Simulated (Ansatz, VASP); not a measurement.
# Cross-check of Ta2O5 (random start for glassy Ta2O5) between VASP and Ansatz

One calculation is typed for both programs; each brings its own data sets. How far apart do they land? The cell is taken from a series of runs on this material, whose earlier steps may have relaxed, scaled, displaced or heated it; both programs get it as it stands.

Program: Ansatz 0.2.0. Level of theory: plane waves, with VASP 6.6.1 beside it; r2SCAN. Results are calculated unless marked as measured.

### 1. Set-up

The cell holds 98 atoms: 70 O and 28 Ta. Cell: a = 11.034 Å, b = 11.034 Å, c = 11.227 Å, α = 93.8°, β = 88.3°, γ = 90.3°. As first built, before any earlier steps moved the atoms or strained the cell (in the runner's words): 98 atoms (70 O, 28 Ta) packed at random in a cube at 7.49 g/cm^3 and pushed apart as soft spheres, cations and anions kept from their own kind; a start for melting by ab initio MD, not an equilibrated structure.

### 2. VASP: single point, r2SCAN

With cell and atoms fixed, the geometry can't cause a difference; cores, projectors, grids and the points listed under the comparison can.

Lines of VASP's logs that name or quote its potential files are left out, and so is its time.

File INCAR:

```
SYSTEM = Ta2O5
PREC = Accurate
ENCUT = 660
EDIFF = 1E-06
NELM = 120
ISMEAR = -1
SIGMA = 0.05
LREAL = Auto
ALGO = Normal
METAGGA = R2SCAN
LASPH = .TRUE.
NBANDS = 432
LORBIT = 11
LWAVE = .FALSE.
LCHARG = .FALSE.
ISIF = 2
GGA_COMPAT = .FALSE.
EFERMI = MIDGAP
LMIXTAU = .TRUE.
NCORE = 2
```

File POSCAR:

```
Ta2O5
1.0
   11.0329600000     -0.0283500000      0.1691600000
   -0.0283500000     11.0279400000     -0.3678300000
    0.1691600000     -0.3678300000     11.2197700000
O Ta
70 28
Direct
    0.0677200000      0.8760900000      0.7391400000
    0.5418500000      0.9505600000      0.2903300000
    0.5013900000      0.4247400000      0.2064500000
    0.4692900000      0.9908700000      0.5171900000
    0.8775600000      0.6800000000      0.3918600000
    0.9743700000      0.5542000000      0.7828300000
    0.7394500000      0.6037800000      0.5486500000
    0.0854400000      0.0762900000      0.3704200000
    0.0555600000      0.5705100000      0.1139700000
    0.7741900000      0.8905600000      0.3951900000
    0.7481300000      0.8364100000      0.6327500000
    0.8959200000      0.2046500000      0.5414500000
    0.2202200000      0.4887600000      0.5617000000
    0.5492800000      0.2720700000      0.5414000000
    0.4352700000      0.7634100000      0.7185600000
    0.7384200000      0.8541100000      0.0576400000
    0.7413200000      0.3770900000      0.4170400000
    0.7712600000      0.3890600000      0.6665300000
    0.5207600000      0.5792000000      0.6228100000
    0.3476500000      0.2070400000      0.6427900000
    0.1053700000      0.2023500000      0.0963700000
    0.2589100000      0.3624500000      0.1184300000
    0.2150900000      0.4959300000      0.9492300000
    0.8218800000      0.0637700000      0.9788900000
    0.2848500000      0.9207500000      0.8265800000
    0.1046300000      0.1036800000      0.6899400000
    0.4605100000      0.9850200000      0.0008000000
    0.1152300000      0.7356600000      0.9453600000
    0.6050000000      0.1972700000      0.9435100000
    0.7154100000      0.1372700000      0.4042100000
[... 62 atom lines left out ...]
    0.0028700000      0.6766400000      0.2579800000
    0.7632700000      0.5374900000      0.3830400000
    0.8903100000      0.4489800000      0.0702500000
    0.1846000000      0.3166300000      0.9690400000
    0.9119700000      0.9161000000      0.0497400000
    0.4255100000      0.8510400000      0.8837500000
```

File KPOINTS:

```
Automatic mesh
0
Gamma
1 1 1
0 0 0
```

The projector-augmented-wave data sets are O and Ta_pv (PBE family, release 64).

Run with:

```
$ mpirun -np 8 vasp_gam
```

Numbers of over 12 decimals in the logs are rounded to 6 here.

Output:

```text
[banner, memory and clock lines left out]
running    8 mpi-ranks, on    1 nodes
[...]
|                                                                             |
|               ----> ADVICE to this user running VASP <----                  |
|                                                                             |
|     You enforced a specific xc type in the INCAR file but a different       |
|     [... a line on the potential file left out ...]
|     I HOPE YOU KNOW WHAT YOU ARE DOING!                                     |
|                                                                             |

 LDA part: xc-table for (None), standard interpolation
 POSCAR, INCAR and KPOINTS ok, starting setup
[...]
entering main loop
       N       E                     dE             d eps       ncg     rms          rms(c)
DAV:   1     0.920915527716E+04    0.92092E+04   -0.53057E+05   864   0.219E+03
DAV:   2    -0.126818406398E+04   -0.10477E+05   -0.10048E+05  1000   0.598E+02
DAV:   3    -0.246609500566E+04   -0.11979E+04   -0.11878E+04   944   0.192E+02
DAV:   4    -0.250190279398E+04   -0.35808E+02   -0.35636E+02  1008   0.347E+01
[...]
DAV:  22    -0.206908461796E+04   -0.49974E-04   -0.23305E-05   840   0.129E-02    0.382E-03
DAV:  23    -0.206908461998E+04   -0.20162E-05   -0.36187E-06   832   0.502E-03    0.193E-03
DAV:  24    -0.206908461981E+04    0.17066E-06   -0.17241E-06   552   0.363E-03
   1 F= -.20690846E+04 E0= -.20690846E+04  d E =-.312931E-15
```

Parts of OUTCAR (step 2):

```text
  FREE ENERGIE OF THE ION-ELECTRON SYSTEM (eV)
  ---------------------------------------------------
  free  energy   TOTEN  =     -2069.0846198053 eV

  energy  without entropy=    -2069.0846198053  energy(sigma->0) =    -2069.08461981

[... 1 further part left out ...]
```

The run ends at a pressure of 1.20 GPa, with forces up to 0.27 eV/Å.

### 3. Ansatz: single point, r2SCAN

Ansatz runs on its default PAW (the set named soft_2) files.

The same cell, functional, mesh and smearing now go to Ansatz, which takes its cutoff from its data sets.

File input.yaml:

```yaml
crystal:
  lattice:
    - [11.03296, -0.02835, 0.16916]
    - [-0.02835, 11.02794, -0.36783]
    - [0.16916, -0.36783, 11.21977]
  atoms:
    - { symbol: O, position: [0.06772, 0.87609, 0.73914] }
    - { symbol: O, position: [0.54185, 0.95056, 0.29033] }
    - { symbol: O, position: [0.50139, 0.42474, 0.20645] }
    - { symbol: O, position: [0.46929, 0.99087, 0.51719] }
    - { symbol: O, position: [0.87756, 0.68, 0.39186] }
    - { symbol: O, position: [0.97437, 0.5542, 0.78283] }
    - { symbol: O, position: [0.73945, 0.60378, 0.54865] }
    - { symbol: O, position: [0.08544, 0.07629, 0.37042] }
    - { symbol: O, position: [0.05556, 0.57051, 0.11397] }
    - { symbol: O, position: [0.77419, 0.89056, 0.39519] }
    - { symbol: O, position: [0.74813, 0.83641, 0.63275] }
    - { symbol: O, position: [0.89592, 0.20465, 0.54145] }
    - { symbol: O, position: [0.22022, 0.48876, 0.5617] }
    - { symbol: O, position: [0.54928, 0.27207, 0.5414] }
    - { symbol: O, position: [0.43527, 0.76341, 0.71856] }
    - { symbol: O, position: [0.73842, 0.85411, 0.05764] }
    - { symbol: O, position: [0.74132, 0.37709, 0.41704] }
    - { symbol: O, position: [0.77126, 0.38906, 0.66653] }
    - { symbol: O, position: [0.52076, 0.5792, 0.62281] }
    - { symbol: O, position: [0.34765, 0.20704, 0.64279] }
    - { symbol: O, position: [0.10537, 0.20235, 0.09637] }
    - { symbol: O, position: [0.25891, 0.36245, 0.11843] }
    - { symbol: O, position: [0.21509, 0.49593, 0.94923] }
    - { symbol: O, position: [0.82188, 0.06377, 0.97889] }
    - { symbol: O, position: [0.28485, 0.92075, 0.82658] }
    - { symbol: O, position: [0.10463, 0.10368, 0.68994] }
    - { symbol: O, position: [0.46051, 0.98502, 0.0008] }
    - { symbol: O, position: [0.11523, 0.73566, 0.94536] }
    - { symbol: O, position: [0.605, 0.19727, 0.94351] }
    - { symbol: O, position: [0.71541, 0.13727, 0.40421] }
[... 62 atom lines left out ...]
    - { symbol: Ta, position: [0.00287, 0.67664, 0.25798] }
    - { symbol: Ta, position: [0.76327, 0.53749, 0.38304] }
    - { symbol: Ta, position: [0.89031, 0.44898, 0.07025] }
    - { symbol: Ta, position: [0.1846, 0.31663, 0.96904] }
    - { symbol: Ta, position: [0.91197, 0.9161, 0.04974] }
    - { symbol: Ta, position: [0.42551, 0.85104, 0.88375] }
kpoints:
  mp_grid: { grid: [1, 1, 1] }
hamiltonian:
  xc: r2scan
scf:
  occupations: { method: fermi_dirac, width: 0.05 }
output:
  forces: true
  stress: true
  populations: true
  dos:
    method: { smearing: { sigma: 0.08 } }
    de: 0.1
    projected: { site_lists: { O: [O], Ta: [Ta] } }
  eigenvalues: true
  write_density: true
  write_potential: true
  volumetric_format: npy
  elf: true
```

Run with:

```
$ ansatz run input.yaml --threads 32 --pin off --max-ram 143360MiB --backend cuda --events-out ev --progress --plain --runs-dir out
```

Output:

```text
Engine: ansatz 0.2.0, aarch64-unknown-linux-gnu
Pseudopotentials: kind: paw
Pseudopotential: O, paw, valence charge 6, recommended cutoff 500 eV (meta_gga), O.paw.azcp
Pseudopotential: Ta, paw, valence charge 13, recommended cutoff 500 eV (meta_gga), Ta.paw.azcp
Functional definition: r2SCAN
  parameter k0 = 0.174
  parameter k1 = 0.065
  parameter a1 = 4.9479
  exchange = r2scan_x(k0 = k0, k1 = k1, a1 = a1)
  correlation = r2scan_c
device memory: the entry about to start is reckoned to put 5.2 GiB on a device that reports 182.5 GiB free
GPU FFT provider: cuFFT
GPU libraries: cuBLAS 13.8.1, cuFFT 12.4.0, cuSOLVER 12.3.2
GPU matrix products: emulated (plane waves: as basis.precision tells), large ones in fixed point in workspaces of 1.00 GiB
Crystal: 98 atoms, lattice volume = 1363.305 Å³
Basis set: ecut = 500 eV, 34625 PW (Γ), exchange–correlation on 324×324×360 points (64 copies of the dense FFT grid, shifted against one another)
Bands: 490, of which v1, the nominal top of the filled ones, is band 392 counted from 1 (391 counted from 0)
Symmetry: 1 space group operations
Space group: P1 (ITA 1), of the structure as read, at distance tolerance 1.1e-4 Å
k-points: 1
Non-local potential: O, projectors of the file, l = 0: 2, l = 1: 2, l = 2: 1
Non-local potential: Ta, projectors of the file, l = 0: 3, l = 1: 2, l = 2: 2, l = 3: 1
PAW form: soft (Blöchl's): semilocal exchange-correlation on the pseudo side does not see the compensation charge
PAW frozen core: O, regenerated for the run's functional (the file was generated under x = pbe(κ = 0.804, μ = 0.219515), c = pbe(β = 0.066725))
PAW frozen core: Ta, regenerated for the run's functional (the file was generated under x = pbe(κ = 0.804, μ = 0.219515), c = pbe(β = 0.066725))
PAW one-centre angular grid: O, 302 points (default); XC on 160 Gauss nodes
PAW one-centre angular grid: Ta, 590 points (default); XC on 160 Gauss nodes
Initial density: superposition of atomic densities (neutral atoms: chi_scale 0, normalization atom), corrected by the library's trained network
Initial wavefunctions: pseudopotential atomic-orbital guess
GPU buffer pool allocated for 590490 grid points (all kernels)
GPU transforms: local potential: pruned to the plane-wave sphere, on 81×81×81; band sums: pruned to the plane-wave sphere, on 81×81×90
Functional: x = r2scan, c = r2scan; τ floored in thin density (d = 2e-4 eV/Å³)
SCF iter   1: F=—  HF=-318349.410914 eV  |F-HF|=—  |Δ(HF+E_count)|=         —  Δρ=1.12e-2  dr2=1.89e0  dr2_τ=6.75e0  ethr=1.77e-3  ⟨swp⟩=6.0  Hψ=1718  notcnv=0  defer=33
preconditioner: auto → Resta (q_TF=auto, 2.488 Å⁻¹)  ε∞=4.7  [insulator: Δε(μ)=3.940 eV  Ē_g=12.384 eV  σ=0.050 eV  W_gap=1.00  n_scr=360 (ndim 8)  ℏωp=23.8 eV  f_vac=0.162  D(μ)=0.00/eV (n_scr^D=0)  ε∞_Penn≈4.7]
SCF iter   2: F=—  HF=-318350.619667 eV  |F-HF|=—  |Δ(HF+E_count)|=    1.21e0  Δρ=5.82e-3  dr2=1.85e-1  dr2_τ=1.01e-1  ethr=2.42e-4  ⟨swp⟩=2.0  Hψ=850  notcnv=0  defer=92
SCF iter   3: F=—  HF=-318350.645995 eV  |F-HF|=—  |Δ(HF+E_count)|=   2.63e-2  Δρ=2.64e-3  dr2=6.07e-2  dr2_τ=6.31e-3  ethr=2.36e-5  ⟨swp⟩=3.0  Hψ=680  notcnv=0  defer=92
SCF iter   4: F=—  HF=-318350.653428 eV  |F-HF|=—  |Δ(HF+E_count)|=   7.43e-3  Δρ=5.58e-4  dr2=3.90e-3  dr2_τ=6.63e-4  ethr=7.74e-6  ⟨swp⟩=2.0  Hψ=601  notcnv=0  defer=92
SCF iter   5: F=—  HF=-318350.646629 eV  |F-HF|=—  |Δ(HF+E_count)|=   6.80e-3  Δρ=2.14e-4  dr2=6.76e-4  dr2_τ=7.72e-5  ethr=4.98e-7  ⟨swp⟩=2.0  Hψ=678  notcnv=0  defer=92
SCF iter   6: F=—  HF=-318350.646882 eV  |F-HF|=—  |Δ(HF+E_count)|=   2.53e-4  Δρ=8.66e-5  dr2=1.45e-4  dr2_τ=1.17e-5  ethr=8.63e-8  ⟨swp⟩=2.0  Hψ=631  notcnv=0  defer=92
SCF iter   7: F=—  HF=-318350.646936 eV  |F-HF|=—  |Δ(HF+E_count)|=   5.35e-5  Δρ=4.96e-5  dr2=3.64e-5  dr2_τ=4.48e-6  ethr=1.85e-8  ⟨swp⟩=2.0  Hψ=678  notcnv=0  defer=92
SCF iter   8: F=—  HF=-318350.654165 eV  |F-HF|=—  |Δ(HF+E_count)|=   7.23e-3  Δρ=1.63e-5  dr2=5.21e-6  dr2_τ=4.41e-7  ethr=4.65e-9  ⟨swp⟩=2.0  Hψ=770  notcnv=0  defer=92
SCF iter   9: F=—  HF=-318350.654170 eV  |F-HF|=—  |Δ(HF+E_count)|=   4.77e-6  Δρ=7.07e-6  dr2=9.73e-7  dr2_τ=9.04e-8  ethr=6.64e-10  ⟨swp⟩=2.0  Hψ=627  notcnv=0  defer=92
SCF iter  10: F=—  HF=-318350.654171 eV  |F-HF|=—  |Δ(HF+E_count)|=   9.81e-7  Δρ=5.21e-6  dr2=3.96e-7  dr2_τ=4.67e-8  ethr=1.24e-10  ⟨swp⟩=2.0  Hψ=678  notcnv=0  defer=92
SCF iter  11: F=-318350.654171 eV  HF=-318350.654171 eV  |F-HF|=7.61e-8  |Δ(HF+E_count)|=   1.45e-7  Δρ=1.44e-6  dr2=4.56e-8  dr2_τ=2.98e-9  ethr=1.28e-11  ⟨swp⟩=15.0  Hψ=3843  notcnv=0
SCF 1 converged in 11 iterations: F = -318350.654171 eV  dr2 = 4.56e-8
  greatest PAW one-centre occupation: 0.998 electrons in one spin orbital (limit 2), on the Ta atom at site 82 (counted from 0), in its partial waves of l = 0
WARN: The input density's exchange-correlation potential varies sharply where the density is thin. Do not read a vacuum level from v_tot or v_xc, or from such a field of the output density. On a cell that repeats whose density bears no net charge and no dipole along the vacuum's axis use v_es (v_loc + v_h of the components); under efield.dipole_correction with no amplitude use v_es + v_field, which holds any external [...]
SCF converged after 11 iterations
Free energy (F): -318350.654171 eV
Harris-Foulkes:  -318350.654171 eV  (|F-HF|=7.61e-8)
Internal energy: -318350.654171 eV  (E = F + TS)
E sigma→0 (E₀):  -318350.654171 eV
Fermi energy:    8.245942 eV
--- Per-component energies (eV) ---
  E_band       = -8430.950108
  E_kinetic    = 22518.085584
  E_local      = -65298.742675  (includes V_loc(G=0)·N_el)
  E_nonlocal   = 3737.067484
  E_hartree    = 24680.731694
  E_xc         = -10827.008478
  E_vxc        = -13563.969705  (∫ρ·V_xc dr)
  E_paw        = -247055.640900  (= ΣΔE_a)
  E_vpaw       = -5974.926849  (= ΣTr[D̂ρ^β])
  E_aug_tail   = 0.074316  (compensation charges beyond the density's cutoff)
  E_vtau       = 790.012142  (kinetic-family band-sum trace: ∫τ·v_τ [+ j·A + Jᵃ·Aᵃ] dr)
  E_ewald      = -46081.809484
  E_core_change = -23.411711  (= ΣΔE_core)
  E_smearing   = -0.000000  (= −TS)
  E_closure    = 0.000000  (closes the sum)
  Σ components = -318350.654171   (vs F -318350.654171, Δ=0.00e0)
--- Forces (eV/Å), atoms counted from 1 ---
[... 98 lines of forces left out ...]
  max |Σ_I F_I| component: 6.42e-5 eV/Å
--- Stress (GPa, compression-positive) ---
        0.000178       0.005849      -0.005974
        0.005854       0.005835       0.004538
       -0.005973       0.004536       0.010827
  P = ⅓ Tr σ = 0.0056 GPa (0.056 kbar)
--- Band table (eV) ---
--- Löwdin populations: 98 sites ---
  site symbol       q [e]
[... 98 lines, one an atom, left out ...]
  spilling = 0.004925 (of n_electrons = 784.000000)
```

### 4. Side by side

Known differences besides the potentials themselves: VASP keeps PBE cores, Ansatz makes them for the functional; the data sets hold 784 valence electrons in Ansatz (on its default PAW (the set named soft_2) files) and 728 in VASP; the cutoff is 500 eV in Ansatz and 660 eV in VASP (PREC = Accurate, projectors in real space). Total energies have different zeros and are not compared.

Both answers:

```tsv
quantity	Ansatz	VASP	difference
pressure (GPa)	0.01	1.20	-1.20
gap on the k mesh (eV)	3.776	3.752	+0.024
```

Forces on 7 of the 98 atoms, those with the largest forces and the largest differences (eV/Å; atoms numbered as in POSCAR):

```tsv
atom	Ansatz x, y, z	VASP x, y, z
O21	-0.002, -0.001, 0.004	0.155, 0.059, -0.188
O30	-0.002, 0.004, 0.006	0.008, 0.204, 0.165
O40	-0.011, 0.000, 0.013	-0.163, -0.034, 0.148
O54	-0.002, 0.002, 0.000	-0.097, -0.175, 0.141
O70	-0.003, 0.000, 0.004	-0.063, 0.259, -0.056
Ta72	-0.006, 0.003, 0.003	-0.079, -0.126, -0.173
Ta83	0.009, 0.002, -0.001	-0.093, -0.108, 0.194
```

The forces differ by 79 meV/Å r.m.s., where the r.m.s. force is 0.006 eV/Å in Ansatz and 0.079 eV/Å in VASP: the atoms lie near their places of rest in Ansatz, so a percentage would say little (all taken over all components). A gap on the mesh is an upper bound, since the band edges may lie between its points; neither run holds spin-orbit coupling, which can move the band edges of a compound of Ta.

### 5. What came out

```
r.m.s. force difference (single point, r2SCAN) : 79 meV/Å
difference in pressure (single point, r2SCAN)  : -1.2 GPa
```

In words: The r.m.s. force difference is 79 meV/Å (single point, r2SCAN), beyond the 12 meV/Å picked in this series as the mark of a large difference. The data sets hold unlike numbers of valence electrons (784 in Ansatz and 728 in VASP), so part of the differences may come from the potentials. By the marks of this series, far apart in the single point, r2SCAN pair: the r.m.s. force difference, 79 meV/Å and the difference in pressure, -1.2 GPa. What causes the difference of the single point, r2SCAN pair stays open here. Such differences can come from data sets, numerical settings and the points named under the comparisons, not from the functional's error against experiment.

[Lines on the potential files, build, host, timing and source positions are cut from VASP's logs without a mark.]

[Logs are printed without paths, hosts, clocks, repeated set-up lines and the standing remarks that a program may print on its own settings, such as how far it seeks lower states.]

[Hosts, paths, dates, database ids (printed as entryN), source tags and the programs' standing remarks are cut or masked in the printed files.]
